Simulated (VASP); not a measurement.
BeS (zinc blende), at 1.04 of the tabulated volume:

```xyz
2
Lattice="0.0000 2.4670 2.4670 2.4670 0.0000 2.4670 2.4670 2.4670 0.0000" Properties=species:S:1:pos:R:3 pbc="T T T"
Be     0.0000     0.0000     0.0000
S      1.2335     1.2335     1.2335
```

The lowest empty band near X, direction across the valley's axis, from mBJ (TB09) with spin-orbit coupling in VASP (PAW); its two spin partners are averaged. The gap over the points computed is 4.42 eV, and the next band on that side lies 1.50 eV away at the edge.

Settings: 400 eV cut-off, 10×10×10 Γ-centred mesh, Gaussian smearing of 0.050 eV, potentials Be S.

| distance from the edge in k (1/Å) | distance in energy (meV) |
|---|---|
| 0.018 | 3.8 |
| 0.025 | 7.3 |
| 0.035 | 14.3 |
| 0.050 | 29.2 |
| 0.070 | 57.1 |

Fit E(1 + αE) = ħ²k²/2m* (ħ²/2m0 = 3.810 eV Å²) and predict the row at 0.095 1/Å.

The rows don't resolve α, so a parabola serves: the electron mass is m* = 0.327 m0, and so 105.2 meV. The run gave 104.7 meV, -0.5 meV from the fit.

Left out are points under 3 meV from the edge, since the levels carry 0.1 meV, and points farther than half the way to the next band.

The compound is BeS in the zinc blende structure. The cell was not relaxed at this level.
